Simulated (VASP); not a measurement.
# Zn3B (Pm-3m) in VASP: reference runs

How does Zn3B come out in PBE? The cell is run as given.

Everything below comes from runs of VASP 6.6.1. Logs are shortened: lines on timing, memory, paths and dates and some standing lists are left out, and cuts for length are marked.

**1. Starting point**

Symmetry: Pm-3m, No. 221, cubic system. The conventional cell has a = 3.703 Å, b = 3.703 Å, c = 3.703 Å, α = 90.00°, β = 90.00°, γ = 90.00°. Zn (site symmetry 4/mmm) is surrounded by 8 Zn at 2.62 Å and 4 B at 2.62 Å. B (site symmetry m-3m) has 12 Zn at 2.62 Å as nearest neighbours.

The cell was built by a generator and needn't be a form met in nature.

**2. Single point, PBE**

The input, INCAR:

```
PREC = Accurate
ENCUT = 520
EDIFF = 1E-7
ISMEAR = -1
SIGMA = 0.05
LREAL = F
LASPH = T
NELM = 80
ALGO = Normal
ISIF = 2
LWAVE = F
LCHARG = F
GGA = PE
NBANDS = 28
```

The input, KPOINTS:

```
Automatic mesh
0
Gamma
  7 7 7
```

The input, POSCAR:

```
Zn3B
1.0
    3.7032200000      0.0000000000      0.0000000000
    0.0000000000      3.7032200000      0.0000000000
    0.0000000000      0.0000000000      3.7032200000
Zn B
3 1
Direct
    0.0000000000      0.5000000000      0.5000000000
    0.5000000000      0.0000000000      0.5000000000
    0.5000000000      0.5000000000      0.0000000000
    0.0000000000      0.0000000000      0.0000000000
```

Potentials or basis: VASP PAW PBE potentials, release 64 (Zn, B).

Command:

```sh
> cat potpaw_PBE.64/Zn/POTCAR potpaw_PBE.64/B/POTCAR > POTCAR
> mpirun -np 1 vasp_std > vasp.out
```

OUTCAR:

```text
PREC = Accurate
   ENCUT = 520
   EDIFF = 1E-7
   ISMEAR = -1
   LREAL = F
   LASPH = T
   NELM = 80
   ISIF = 2
   GGA = PE

 ion  position               nearest neighbor table
   1  0.000  0.500  0.500-   2 2.62   3 2.62   3 2.62   2 2.62   2 2.62   3 2.62   3 2.62   2 2.62

   2  0.500  0.000  0.500-   1 2.62   3 2.62   3 2.62   1 2.62   3 2.62   3 2.62   1 2.62   1 2.62

   3  0.500  0.500  0.000-   1 2.62   2 2.62   1 2.62   2 2.62   2 2.62   2 2.62   1 2.62   1 2.62

   4  0.000  0.000  0.000-

  LATTYP: Found a simple cubic cell.
 ALAT       =     3.7032200000

  Lattice vectors:

 A1 = (   3.7032200000,   0.0000000000,   0.0000000000)
 A2 = (   0.0000000000,   3.7032200000,   0.0000000000)
 A3 = (   0.0000000000,   0.0000000000,   3.7032200000)

Analysis of symmetry for initial positions (statically):
=====================================================================
 Subroutine PRICEL returns:
 Original cell was already a primitive cell.

 Routine SETGRP: Setting up the symmetry group for a
 simple cubic supercell.

 Subroutine GETGRP returns: Found 48 space group operations
 (whereof 48 operations were pure point group operations)
 out of a pool of 48 trial point group operations.

The static configuration has the point symmetry O_h .

Analysis of symmetry for dynamics (positions and initial velocities):
=====================================================================
 Subroutine PRICEL returns:
 Original cell was already a primitive cell.

 Routine SETGRP: Setting up the symmetry group for a
 simple cubic supercell.

 Subroutine GETGRP returns: Found 48 space group operations
 (whereof 48 operations were pure point group operations)
 out of a pool of 48 trial point group operations.

The dynamic configuration has the point symmetry O_h .

 Subroutine INISYM returns: Found 48 space group operations
 (whereof 48 operations are pure point group operations),
 and found     1 'primitive' translations

----------------------------------------------------------------------------------------

                                     Primitive cell

  volume of cell :      50.7854

  direct lattice vectors                    reciprocal lattice vectors
     3.703220000  0.000000000  0.000000000     0.270035267  0.000000000  0.000000000
     0.000000000  3.703220000  0.000000000     0.000000000  0.270035267  0.000000000
     0.000000000  0.000000000  3.703220000     0.000000000  0.000000000  0.270035267

  length of vectors
     3.703220000  3.703220000  3.703220000     0.270035267  0.270035267  0.270035267

  position of ions in fractional coordinates (direct lattice)
     0.000000000  0.500000000  0.500000000
     0.500000000  0.000000000  0.500000000
     0.500000000  0.500000000  0.000000000
     0.000000000  0.000000000  0.000000000

  ion indices of the primitive-cell ions
   primitive index   ion index
                 1           1
                 2           2
                 3           3
                 4           4

----------------------------------------------------------------------------------------

 KPOINTS: Automatic mesh

Automatic generation of k-mesh.
 Grid dimensions read from file:
 generate k-points for:    7    7    7

 Generating k-lattice:

  Cartesian coordinates                     Fractional coordinates (reciprocal lattice)
     0.038576467  0.000000000  0.000000000     0.142857143  0.000000000  0.000000000
     0.000000000  0.038576467  0.000000000     0.000000000  0.142857143  0.000000000
     0.000000000  0.000000000  0.038576467     0.000000000  0.000000000  0.142857143

  Length of vectors
     0.038576467  0.038576467  0.038576467

  Shift w.r.t. Gamma in fractional coordinates (k-lattice)
     0.000000000  0.000000000  0.000000000

 Subroutine IBZKPT returns following result:
 ===========================================

 Found     20 irreducible k-points:

 Following reciprocal coordinates:
            Coordinates               Weight
  0.000000  0.000000  0.000000      1.000000
  0.142857  0.000000  0.000000      6.000000
  0.285714  0.000000  0.000000      6.000000
  0.428571  0.000000  0.000000      6.000000
  0.142857  0.142857  0.000000     12.000000
  0.285714  0.142857  0.000000     24.000000
[... 12 lines left out ...]
  0.428571  0.428571  0.285714     24.000000
  0.428571  0.428571  0.428571      8.000000
   k-points           NKPTS =     20   k-points in BZ     NKDIM =     20   number of bands    NBANDS=     28
   number of dos      NEDOS =    301   number of ions     NIONS =      4
   total plane-waves  NPLWV =  21952
   dimension x,y,z NGX =    28 NGY =   28 NGZ =   28
   dimension x,y,z NGXF=    56 NGYF=   56 NGZF=   56
   ions per type =               3   1
   NGX,Y,Z   is equivalent  to a cutoff of  12.57, 12.57, 12.57 a.u.
   NGXF,Y,Z  is equivalent  to a cutoff of  25.14, 25.14, 25.14 a.u.
 SYSTEM =  unknown system
   PREC   = accura    normal or accurate (medium, high low for compatibility)
   ISTART =      0    job   : 0-new  1-cont  2-samecut
   ICHARG =      2    charge: 1-file 2-atom 10-const
   ISPIN  =      1    spin polarized calculation?
   LNONCOLLINEAR =      F non collinear calculations
   LSORBIT =      F    spin-orbit coupling
   LASPH  =      T    aspherical Exc in radial PAW
   ENCUT  =  520.0 eV  38.22 Ry    6.18 a.u.   6.89  6.89  6.89*2*pi/ulx,y,z
   NELM   =     80;   NELMIN=  2; NELMDL= -5     # of ELM steps
   EDIFF  = 0.1E-06   stopping-criterion for ELM
   LREAL  =      F    real-space projection
   EDIFFG = 0.1E-05   stopping-criterion for IOM
   NSW    =      0    number of steps for IOM
   IBRION =     -1    ionic relax: 0-MD 1-quasi-New 2-CG
   NFREE  =      0    steps in history (QN), initial steepest desc. (CG)
   ISIF   =      2    stress and relaxation
   ISYM   =      2    0-nonsym 1-usesym 2-fastsym
   POTIM  = 0.5000    time-step for ionic-motion
   TEBEG  =    0.0;   TEEND  =   0.0 temperature during run
   PSTRESS=    0.0 pullay stress
   NELECT =      39.0000    total number of electrons
   NUPDOWN=      -1.0000    fix difference up-down
   EMIN   =  10.00;   EMAX   =-10.00  energy-range for DOS
   EFERMI =   0.00;   METHOD = LEGACY
   ISMEAR =    -1;   SIGMA  =   0.05  broadening in eV -4-tet -1-fermi 0-gaus
   EFERMI_NEDOS =   21; number of points for ismear=-14 and -15
   IALGO  =     38    algorithm
   IMIX   =      4    mixing-type and parameters
     AMIX     =   0.40;   BMIX     =  1.00
     AMIX_MAG =   1.60;   BMIX_MAG =  1.00
  volume/ion in A,a.u.               =      12.70        85.68
  Fermi-wavevector in a.u.,A,eV,Ry     =   1.499168  2.833016 30.579141  2.247503
  Thomas-Fermi vector in A             =   2.610832
   LORBIT       =      0    0 simple, 1 ext, 2 COOP (PROOUT), +10 PAW based schemes
   GGA     = PE    functional components
   LHFCALC =     F    Hartree Fock is set to
   AEXX    =    0.0000 exact exchange contribution
   IVDW    =     0    specifies the selected vdW correction
   LEPSILON=     F    determine dielectric tensor
   LRPA    =     F    only Hartree local field effects (RPA)
 non-spin polarized calculation
  energy-cutoff  :      520.00
  volume of cell :       50.79
 maximum number of plane-waves:      1385
 NGX is ok and might be reduce to    28
   NGX = 13   NGY = 13   NGZ = 13

 number of electron      39.0000085 magnetization

 Free energy of the ion-electron system (eV)
  ---------------------------------------------------
  ext. energy  EPLUGINS =         0.00000000
  ---------------------------------------------------
  free energy    TOTEN  =        -7.49530323 eV

  energy without entropy =       -7.47565205  energy(sigma->0) =       -7.48547764

 E-fermi :   4.0746     XC(G=0): -11.9049

 val. band max:        4.0372265446   @ k =   0.2857   0.2857   0.0000
 cond. band min:       4.1325732638   @ k =   0.4286   0.0000   0.0000
 fundamental gap:      0.0953467192
 Fermi energy:         4.0745828329

 k-point     1 :       0.0000    0.0000    0.0000
  band No.  band energies     occupation
      1      -7.7025      2.00000
      2      -5.0818      2.00000
      3      -4.5093      2.00000
      4      -4.5093      2.00000
      5      -4.5093      2.00000
      6      -4.2781      2.00000
[... 20 lines left out ...]
     27      14.1921      0.00000
     28      14.1921      0.00000

 k-point     2 :       0.1429    0.0000    0.0000
  band No.  band energies     occupation
      1      -7.4833      2.00000
      2      -5.0189      2.00000
      3      -4.4905      2.00000
      4      -4.4660      2.00000
      5      -4.4660      2.00000
      6      -4.2842      2.00000
[... 20 lines left out ...]
     27      13.3822      0.00000
     28      13.3822      0.00000

 k-point     3 :       0.2857    0.0000    0.0000
  band No.  band energies     occupation
      1      -6.8412      2.00000
      2      -4.8708      2.00000
      3      -4.4454      2.00000
      4      -4.3404      2.00000
      5      -4.3404      2.00000
      6      -4.3320      2.00000
[... 20 lines left out ...]
     27      13.1799      0.00000
     28      13.1799      0.00000

 k-point     4 :       0.4286    0.0000    0.0000
  band No.  band energies     occupation
      1      -5.8557      2.00000
      2      -4.9305      2.00000
      3      -4.4781      2.00000
      4      -4.4057      2.00000
      5      -4.1618      2.00000
      6      -4.1618      2.00000
[... 20 lines left out ...]
     27      13.6897      0.00000
     28      14.0534      0.00000

 k-point     5 :       0.1429    0.1429    0.0000
  band No.  band energies     occupation
      1      -7.2672      2.00000
      2      -4.9563      2.00000
      3      -4.4796      2.00000
      4      -4.4312      2.00000
      5      -4.4139      2.00000
      6      -4.2489      2.00000
[... 20 lines left out ...]
     27      12.5119      0.00000
     28      14.0311      0.00000

 k-point     6 :       0.2857    0.1429    0.0000
  band No.  band energies     occupation
      1      -6.6364      2.00000
      2      -4.8062      2.00000
      3      -4.4304      2.00000
      4      -4.3281      2.00000
      5      -4.2912      2.00000
      6      -4.2725      2.00000
[... 339 lines left out ...]
      5      -4.2103      2.00000
      6      -3.9243      2.00000
[... 20 lines left out ...]
     27      14.7414      0.00000
     28      14.7414      0.00000

 k-point    18 :       0.4286    0.2857    0.2857
  band No.  band energies     occupation
      1      -5.0512      2.00000
      2      -4.7217      2.00000
      3      -4.4270      2.00000
      4      -4.2810      2.00000
      5      -4.0685      2.00000
      6      -3.9361      2.00000
[... 20 lines left out ...]
     27      15.6053      0.00000
     28      16.7781      0.00000

 k-point    19 :       0.4286    0.4286    0.2857
  band No.  band energies     occupation
      1      -5.0285      2.00000
      2      -4.6530      2.00000
      3      -4.5047      2.00000
      4      -4.4353      2.00000
      5      -3.9575      2.00000
      6      -3.9458      2.00000
[... 20 lines left out ...]
     27      16.9203      0.00000
     28      18.3141      0.00000

 k-point    20 :       0.4286    0.4286    0.4286
  band No.  band energies     occupation
      1      -5.1332      2.00000
      2      -4.6612      2.00000
      3      -4.5780      2.00000
      4      -4.5780      2.00000
      5      -3.9400      2.00000
      6      -3.9400      2.00000
[... 20 lines left out ...]
     27      20.1974      0.00000
     28      20.1974      0.00000

------------------------ aborting loop because EDIFF is reached ----------------------------------------

  FORCE on cell =-STRESS in cart. coord.  units (eV):
  Direction    XX          YY          ZZ          XY          YZ          ZX
  --------------------------------------------------------------------------------------
  -------------------------------------------------------------------------------------
  Total        0.2416773      0.2416773      0.2416773     -0.0000000      0.0000000      0.0000000
  in kB        7.6244402      7.6244402      7.6244402     -0.0000000      0.0000000      0.0000000
  external PRESSURE =       7.6244402 kB  Pullay stress =       0.0000000 kB

 VOLUME and BASIS-vectors are now :
 -----------------------------------------------------------------------------
  energy-cutoff  :      520.00
  volume of cell :       50.79
      direct lattice vectors                 reciprocal lattice vectors
     3.703220000  0.000000000  0.000000000     0.270035267  0.000000000  0.000000000
     0.000000000  3.703220000  0.000000000     0.000000000  0.270035267  0.000000000
     0.000000000  0.000000000  3.703220000     0.000000000  0.000000000  0.270035267

 POSITION                                       TOTAL-FORCE (eV/Angst)
 -----------------------------------------------------------------------------------
      0.00000      1.85161      1.85161         0.000000      0.000000      0.000000
      1.85161      0.00000      1.85161         0.000000      0.000000      0.000000
      1.85161      1.85161      0.00000         0.000000      0.000000      0.000000
      0.00000      0.00000      0.00000         0.000000      0.000000      0.000000
 -----------------------------------------------------------------------------------
    total drift:                                0.000000      0.000000      0.000000

  FREE ENERGIE OF THE ION-ELECTRON SYSTEM (eV)
  ---------------------------------------------------
  free  energy   TOTEN  =        -7.4953032268 eV

  energy  without entropy=       -7.4756520497  energy(sigma->0) =       -7.48547764
```

It took 15 s on 1 thread of Intel Xeon 6975P-C (Granite Rapids), shared host; peak memory 0.16 GiB.

Results:

```
Free energy            : -7.4953 eV
Pressure               : 0.8 GPa
Band gap on the k mesh : none (metal or under the smearing width)
```
